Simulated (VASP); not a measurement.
Method: PBEsol GGA, VASP's PBE PAW potentials (set 64) (plane waves; VASP).

The input files of a VASP run:

File KPOINTS:
```
Automatic mesh
0
Gamma
8 8 8
0 0 0
```

INCAR:
```
SYSTEM=KF
PREC=Accurate; ENCUT=530; LREAL=.False.
LASPH=.True.
EDIFF=1E-6; NELM=100; ALGO=Normal
ISMEAR=0; SIGMA=0.05
GGA=PS
IBRION=2; NSW=60; ISIF=3
EDIFFG=-0.01
LWAVE=.False.; LCHARG=.False.
```

**POSCAR**
```
KF
1
    0.0000000000     2.6567520413     2.6567520413
    2.6567520413    -0.0000000000     2.6567520413
    2.6567520413     2.6567520413    -0.0000000000
K F
1 1
Direct
  0.0000000000   0.0000000000   0.0000000000
  0.5000000000   0.5000000000   0.5000000000
```

POTCAR, in this order: K_sv F (PBE.64 set). Program: vasp_std.

The resulting files:

### OSZICAR
```
       N       E                     dE             d eps       ncg     rms          rms(c)
DAV:   1     0.117883464922E+03    0.11788E+03   -0.88191E+03   696   0.133E+03
DAV:   2    -0.518937445672E+01   -0.12307E+03   -0.11302E+03   936   0.331E+02
DAV:   3    -0.954101502977E+01   -0.43516E+01   -0.43324E+01   892   0.586E+01
DAV:   4    -0.964138588996E+01   -0.10037E+00   -0.10029E+00  1056   0.791E+00
DAV:   5    -0.964205040247E+01   -0.66451E-03   -0.66449E-03   896   0.789E-01    0.591E+00
DAV:   6    -0.855605074972E+01    0.10860E+01   -0.37346E+00   748   0.177E+01    0.401E+00
DAV:   7    -0.852449258708E+01    0.31558E-01   -0.11598E-01   948   0.316E+00    0.242E+00
DAV:   8    -0.851807287302E+01    0.64197E-02   -0.52338E-02   768   0.271E+00    0.213E-01
DAV:   9    -0.851966552437E+01   -0.15927E-02   -0.65556E-03   928   0.693E-01    0.120E-01
DAV:  10    -0.852002996411E+01   -0.36444E-03   -0.75996E-04   812   0.276E-01    0.698E-02
DAV:  11    -0.852025632574E+01   -0.22636E-03   -0.36145E-04   728   0.151E-01    0.202E-02
DAV:  12    -0.852024800815E+01    0.83176E-05   -0.60740E-05   884   0.698E-02    0.790E-03
DAV:  13    -0.852024755881E+01    0.44934E-06   -0.58438E-06   764   0.239E-02
   1 F= -.85202476E+01 E0= -.85202476E+01  d E =-.852025E+01
```

### OUTCAR
```
------------------------ aborting loop because EDIFF is reached ----------------------------------------
  FORCE on cell =-STRESS in cart. coord.  units (eV):
  Direction    XX          YY          ZZ          XY          YZ          ZX
  --------------------------------------------------------------------------------------
  Total       -0.0074307     -0.0074307     -0.0074307     -0.0000000      0.0000000     -0.0000000
  in kB       -0.3174368     -0.3174368     -0.3174368     -0.0000000      0.0000000     -0.0000000
  external PRESSURE =      -0.3174368 kB  Pullay stress =       0.0000000 kB
  volume of cell :       37.50
      direct lattice vectors                 reciprocal lattice vectors
     0.000000000  2.656752041  2.656752041    -0.188199724  0.188199724  0.188199724
     2.656752041  0.000000000  2.656752041     0.188199724 -0.188199724  0.188199724
     2.656752041  2.656752041  0.000000000     0.188199724  0.188199724 -0.188199724
  FREE ENERGIE OF THE ION-ELECTRON SYSTEM (eV)
  ---------------------------------------------------
  free  energy   TOTEN  =        -8.5202475588 eV

  energy  without entropy=       -8.5202475588  energy(sigma->0) =       -8.52024756

 reached required accuracy - stopping structural energy minimisation
```
(Selected blocks of OUTCAR.)

The compound is KF in the rock salt structure. It was relaxed first. The start is the result of an earlier pass.
